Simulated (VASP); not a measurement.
# Ti2SiTe2 (P1) in VASP: relaxation of cell and atoms with PBE

Aim: the relaxation of cell and atoms of Ti2SiTe2 with PBE.

Program: VASP 6.6.1. These are calculated values, not measurements. Logs are shortened: lines on timing, memory, paths and dates and some standing lists are left out, and cuts for length are marked.

**1. The structure**

The typed cell holds 10 atoms: a = 7.525 Å, b = 3.710 Å, c = 10.580 Å, α = 88.62°, β = 92.34°, γ = 117.88°.

The cell was built by a generator and needn't be a form met in nature.

**2. Relaxation of cell and atoms, PBE**

Input file INCAR:

```
SYSTEM = Ti2SiTe2
ALGO = Fast ; EDIFF = 1E-5
EDIFFG = -0.03 ; ENCUT = 520
GGA = PE ; IBRION = 2
ISIF = 3 ; ISMEAR = 0
ISYM = 0 ; KPAR = 8
LASPH = .True. ; LCHARG = .False.
LREAL = Auto ; LWAVE = .False.
NELM = 80 ; NSW = 110
PREC = Normal ; SIGMA = 0.15
```

Input file KPOINTS:

```
k-points
0
Gamma
  7 7 2
  0 0 0
```

Input file POSCAR:

```
Ti2SiTe2
1.0
    7.5211020900      0.1680845400     -0.1527549000
   -1.8074922800      3.2397684100      0.0450902800
   -0.2173772200      0.0226812100     10.5777232500
Ti Si Te
4 2 4
Direct
    0.1633776700      0.6559043500      0.8410584400
    0.6604909500      0.6619263200      0.8519449500
    0.1947413800      0.7357051800      0.1595223900
    0.6777471700      0.7023614500      0.1488445300
    0.0189564100      0.9577904700      0.9868551200
    0.4976672800      0.0214271300      0.9906048300
    0.3378905800      0.3114212100      0.6914826500
    0.8399615900      0.3870735700      0.6869493500
    0.3593047600      0.3730748000      0.3034224500
    0.8501770200      0.3326644000      0.3145946700
```

Potentials or basis: VASP PAW PBE potentials, release 64 (Ti_sv, Si, Te).

On the command line:

```console
$ cat potpaw_PBE.64/Ti_sv/POTCAR potpaw_PBE.64/Si/POTCAR potpaw_PBE.64/Te/POTCAR > POTCAR
$ mpirun -np 8 vasp_std > vasp.out
```

OUTCAR:

```text
SYSTEM = Ti2SiTe2
   EDIFF = 1E-5
   EDIFFG = -0.03
   ENCUT = 520
   GGA = PE
   IBRION = 2
   ISIF = 3
   ISMEAR = 0
   ISYM = 0
   LASPH = .True.
   LREAL = Auto
   NELM = 80
   NSW = 110
   PREC = Normal

 ion  position               nearest neighbor table
   1  0.163  0.656  0.841-   5 2.48   8 2.66   7 2.67   6 2.69   5 2.75   7 2.77
   2  0.660  0.662  0.852-   6 2.56   6 2.68   7 2.70   8 2.73   5 2.74   8 2.95
   3  0.195  0.736  0.160-   5 2.55   9 2.59   9 2.64   6 2.74  10 2.87
   4  0.678  0.702  0.149-   6 2.69   9 2.72  10 2.72   6 2.80  10 2.83   5 2.90
   5  0.019  0.958  0.987-   1 2.48   3 2.55   2 2.74   1 2.75   4 2.90
   6  0.498  0.021  0.991-   2 2.56   2 2.68   1 2.69   4 2.69   3 2.74   4 2.80
   7  0.338  0.311  0.691-   1 2.67   2 2.70   1 2.77   8 3.66
   8  0.840  0.387  0.687-   1 2.66   2 2.73   2 2.95   7 3.66
   9  0.359  0.373  0.303-   3 2.59   3 2.64   4 2.72
  10  0.850  0.333  0.315-   4 2.72   4 2.83   3 2.87

IMPORTANT INFORMATION: All symmetrisations will be switched off!
NOSYMM: (Re-)initialisation of all symmetry stuff for point group C_1.

----------------------------------------------------------------------------------------

                                     Primitive cell

  volume of cell :     260.8464

  direct lattice vectors                    reciprocal lattice vectors
     7.521102090  0.168084540 -0.152754900     0.131373659  0.073259009  0.002542706
    -1.807492280  3.239768410  0.045090280    -0.006829368  0.304864931 -0.000794051
    -0.217377220  0.022681210 10.577723250     0.001926304 -0.000241618  0.094578407

  length of vectors
     7.524530757  3.710142966 10.579980928     0.150440640  0.304942449  0.094598330

  position of ions in fractional coordinates (direct lattice)
     0.163377670  0.655904350  0.841058440
     0.660490950  0.661926320  0.851944950
     0.194741380  0.735705180  0.159522390
     0.677747170  0.702361450  0.148844530
     0.018956410  0.957790470  0.986855120
     0.497667280  0.021427130  0.990604830
     0.337890580  0.311421210  0.691482650
     0.839961590  0.387073570  0.686949350
     0.359304760  0.373074800  0.303422450
     0.850177020  0.332664400  0.314594670

  ion indices of the primitive-cell ions
   primitive index   ion index
                 1           1
                 2           2
                 3           3
                 4           4
                 5           5
                 6           6
                 7           7
                 8           8
                 9           9
                10          10

----------------------------------------------------------------------------------------

 KPOINTS: k-points

Automatic generation of k-mesh.
 Grid dimensions read from file:
 generate k-points for:    7    7    2

 Generating k-lattice:

  Cartesian coordinates                     Fractional coordinates (reciprocal lattice)
     0.018767666  0.010465573  0.000363244     0.142857143 -0.000000000 -0.000000000
    -0.000975624  0.043552133 -0.000113436    -0.000000000  0.142857143 -0.000000000
     0.000963152 -0.000120809  0.047289204    -0.000000000  0.000000000  0.500000000

  Length of vectors
     0.021491520  0.043563207  0.047299165

  Shift w.r.t. Gamma in fractional coordinates (k-lattice)
     0.000000000  0.000000000  0.000000000

 Subroutine IBZKPT returns following result:
 ===========================================

 Found     50 irreducible k-points:

 Following reciprocal coordinates:
            Coordinates               Weight
  0.000000  0.000000  0.000000      1.000000
  0.142857  0.000000  0.000000      2.000000
  0.285714  0.000000  0.000000      2.000000
  0.428571  0.000000  0.000000      2.000000
  0.000000  0.142857 -0.000000      2.000000
  0.142857  0.142857  0.000000      2.000000
[... 16 lines left out ...]
 -0.428571  0.428571 -0.000000      2.000000
 -0.285714  0.428571 -0.000000      2.000000
 [... further k-points ...]
   k-points           NKPTS =     50   k-points in BZ     NKDIM =     50   number of bands    NBANDS=     48
   number of dos      NEDOS =    301   number of ions     NIONS =     10
   total plane-waves  NPLWV =  60480
   dimension x,y,z NGX =    42 NGY =   24 NGZ =   60
   dimension x,y,z NGXF=    84 NGYF=   48 NGZF=  120
   ions per type =               4   2   4
   NGX,Y,Z   is equivalent  to a cutoff of   9.28, 10.75,  9.43 a.u.
   NGXF,Y,Z  is equivalent  to a cutoff of  18.56, 21.51, 18.86 a.u.
 SYSTEM =  Ti2SiTe2
   PREC   = normal    normal or accurate (medium, high low for compatibility)
   ISTART =      0    job   : 0-new  1-cont  2-samecut
   ICHARG =      2    charge: 1-file 2-atom 10-const
   ISPIN  =      1    spin polarized calculation?
   LNONCOLLINEAR =      F non collinear calculations
   LSORBIT =      F    spin-orbit coupling
   LASPH  =      T    aspherical Exc in radial PAW
   ENCUT  =  520.0 eV  38.22 Ry    6.18 a.u.  13.99  6.90 19.67*2*pi/ulx,y,z
   NELM   =     80;   NELMIN=  2; NELMDL= -5     # of ELM steps
   EDIFF  = 0.1E-04   stopping-criterion for ELM
   LREAL  =      T    real-space projection
   EDIFFG = -.3E-01   stopping-criterion for IOM
   NSW    =    110    number of steps for IOM
   IBRION =      2    ionic relax: 0-MD 1-quasi-New 2-CG
   NFREE  =      1    steps in history (QN), initial steepest desc. (CG)
   ISIF   =      3    stress and relaxation
   ISYM   =      0    0-nonsym 1-usesym 2-fastsym
   POTIM  = 0.5000    time-step for ionic-motion
   TEBEG  =    0.0;   TEEND  =   0.0 temperature during run
   PSTRESS=    0.0 pullay stress
   NELECT =      80.0000    total number of electrons
   NUPDOWN=      -1.0000    fix difference up-down
   EMIN   =  10.00;   EMAX   =-10.00  energy-range for DOS
   EFERMI =   0.00;   METHOD = LEGACY
   ISMEAR =     0;   SIGMA  =   0.15  broadening in eV -4-tet -1-fermi 0-gaus
   EFERMI_NEDOS =   21; number of points for ismear=-14 and -15
   IALGO  =     68    algorithm
   IMIX   =      4    mixing-type and parameters
     AMIX     =   0.40;   BMIX     =  1.00
     AMIX_MAG =   1.60;   BMIX_MAG =  1.00
  volume/ion in A,a.u.               =      26.08       176.03
  Fermi-wavevector in a.u.,A,eV,Ry     =   1.104019  2.086293 16.583567  1.218858
  Thomas-Fermi vector in A             =   2.240486
   LORBIT       =      0    0 simple, 1 ext, 2 COOP (PROOUT), +10 PAW based schemes
   GGA     = PE    functional components
   LHFCALC =     F    Hartree Fock is set to
   AEXX    =    0.0000 exact exchange contribution
   IVDW    =     0    specifies the selected vdW correction
   LEPSILON=     F    determine dielectric tensor
   LRPA    =     F    only Hartree local field effects (RPA)
 conjugate gradient relaxation of ions
 non-spin polarized calculation
 RMM-DIIS sequential band-by-band and
 Gauss-broadening in eV      SIGMA  =   0.15
  energy-cutoff  :      520.00
  volume of cell :      260.85
 maximum number of plane-waves:      7050
   NGX = 27   NGY = 13   NGZ = 39

--------------------------------------- Ionic step        1  -------------------------------------------

 number of electron      79.9999962 magnetization

 Free energy of the ion-electron system (eV)
  ---------------------------------------------------
  ext. energy  EPLUGINS =         0.00000000
  ---------------------------------------------------
  free energy    TOTEN  =       -59.36591983 eV

  energy without entropy =      -59.31416122  energy(sigma->0) =      -59.34004053

------------------------ aborting loop because EDIFF is reached ----------------------------------------

  FORCE on cell =-STRESS in cart. coord.  units (eV):
  Direction    XX          YY          ZZ          XY          YZ          ZX
  --------------------------------------------------------------------------------------
  -------------------------------------------------------------------------------------
  Total       -2.0519693     -2.0533503     -1.6017261     -1.1882858      0.8009380      1.9338070
  in kB      -12.6036558    -12.6121385     -9.8381613     -7.2987182      4.9195407     11.8778764
  external PRESSURE =     -11.6846518 kB  Pullay stress =       0.0000000 kB
[... 113 lines left out ...]
  FREE ENERGIE OF THE ION-ELECTRON SYSTEM (eV)
  ---------------------------------------------------
  free  energy   TOTEN  =       -60.0464617190 eV

  energy  without entropy=      -59.9923416324  energy(sigma->0) =      -60.01940168

[... ionic steps 4 to 11 ...]

--------------------------------------- Ionic step       12  -------------------------------------------

 number of electron      80.0000006 magnetization

------------------------ aborting loop because EDIFF is reached ----------------------------------------

  FORCE on cell =-STRESS in cart. coord.  units (eV):
  Direction    XX          YY          ZZ          XY          YZ          ZX
  --------------------------------------------------------------------------------------
  -------------------------------------------------------------------------------------
  Total        0.5584810      0.3988154      0.7057317      0.0838699     -0.0366230     -0.0150664
  in kB        3.6204507      2.5853905      4.5750295      0.5437013     -0.2374149     -0.0976703
  external PRESSURE =       3.5936236 kB  Pullay stress =       0.0000000 kB
[... 73 lines left out ...]
  energy  without entropy=      -60.2465538431  energy(sigma->0) =      -60.26915629

--------------------------------------- Ionic step       14  -------------------------------------------

 number of electron      80.0000001 magnetization

 Free energy of the ion-electron system (eV)
  ---------------------------------------------------
  ext. energy  EPLUGINS =         0.00000000
  ---------------------------------------------------
  free energy    TOTEN  =       -60.29250497 eV

  energy without entropy =      -60.24726023  energy(sigma->0) =      -60.26988260

 E-fermi :   6.1336     XC(G=0):  -9.6558

 val. band max:        6.1229500892   @ k =  -0.2857   0.1429  -0.0000
 cond. band min:       6.1481869881   @ k =   0.1429   0.1429   0.0000
 fundamental gap:      0.0252368989
 Fermi energy:         6.1335929360

 k-point     1 :       0.0000    0.0000    0.0000
  band No.  band energies     occupation
      1     -50.9987      2.00000
      2     -50.9945      2.00000
      3     -50.9883      2.00000
      4     -50.9843      2.00000
      5     -27.3243      2.00000
      6     -27.3099      2.00000
[... 1213 lines left out ...]
     47       7.5417      0.00000
     48       7.7439      0.00000

 [... further k-points ...]

------------------------ aborting loop because EDIFF is reached ----------------------------------------

  FORCE on cell =-STRESS in cart. coord.  units (eV):
  Direction    XX          YY          ZZ          XY          YZ          ZX
  --------------------------------------------------------------------------------------
  -------------------------------------------------------------------------------------
  Total       -0.0485621     -0.0840040      0.0041468     -0.0021229      0.0566191     -0.0061438
  in kB       -0.3133025     -0.5419585      0.0267535     -0.0136963      0.3652830     -0.0396372
  external PRESSURE =      -0.2761692 kB  Pullay stress =       0.0000000 kB
[... 25 lines left out ...]
  FREE ENERGIE OF THE ION-ELECTRON SYSTEM (eV)
  ---------------------------------------------------
  free  energy   TOTEN  =       -60.2925049695 eV

  energy  without entropy=      -60.2472602299  energy(sigma->0) =      -60.26988260

 reached required accuracy - stopping structural energy minimisation
```

It took 34 min on 8 MPI ranks of Intel Xeon Platinum 8488C (Sapphire Rapids), shared host; peak memory 0.55 GiB.

What came out:

* Free energy: -60.2925 eV
* Relaxed volume: 24.83 Å³/atom
* Relaxed cell: a = 7.370 Å, b = 3.725 Å, c = 10.486 Å, α = 89.97°, β = 91.26°, γ = 120.35°
* Space group after relaxing (to 0.05 Å): Cm (No. 8)
* Energy gained by relaxing: 92.7 meV/atom
* Ionic steps: 14
* Pressure after relaxing: 0.0 GPa
* Largest force after relaxing: 0.030 eV/Å
* Band gap on the k mesh: none (metal or under the smearing width)

Forces in eV/Å, atoms in the order of the input:
```
Ti   0.002 -0.017  0.011
Ti  -0.006  0.006  0.017
Ti   0.000  0.016 -0.025
Ti  -0.002 -0.020 -0.013
Si   0.004  0.015  0.009
Si  -0.008 -0.004  0.008
Te   0.000 -0.009  0.004
Te  -0.008  0.006  0.005
Te   0.007  0.028 -0.006
Te   0.011 -0.021 -0.009
```

The path:
```tsv
step	energy change (eV)	largest force (eV/Å)	pressure (GPa)	volume (Å³)
1	0.0000	1.9664	-1.17	260.85
2	-0.5444	1.1928	-0.75	253.70
3	-0.6805	0.9161	0.18	248.14
4	-0.8342	0.4576	0.09	247.12
5	-0.8509	0.4200	0.14	246.65
6	-0.8916	0.2463	0.00	247.48
7	-0.8995	0.2349	-0.08	247.99
8	-0.9126	0.1297	0.03	247.60
9	-0.9167	0.1272	0.16	247.23
10	-0.9232	0.0849	-0.15	248.45
11	-0.9238	0.0941	-0.26	248.91
12	-0.9237	0.1041	0.36	247.15
13	-0.9258	0.0543	0.07	248.04
14	-0.9266	0.0298	-0.03	248.34
```

Final structure:
```xyz
10
Lattice="7.3694 -0.0462 -0.0810 -1.8621 3.2261 0.0009 -0.1154 -0.0638 10.4854" Properties=species:S:1:pos:R:3 pbc="T T T"
Ti   -0.0986    2.1174    8.9058
Ti    3.5872    2.0898    8.8655
Ti    0.0513    2.1914    1.5005
Ti    3.7341    2.1777    1.4610
Si   -0.0590   -0.0173   10.4566
Si    3.6251   -0.0359   10.4180
Te    1.7306    1.0222    7.1611
Te    5.4170    0.9961    7.1216
Te    1.9172    1.1161    3.2165
Te    5.5991    1.1021    3.1782
```

The run has no spin-orbit coupling, so splittings on Te are missing.
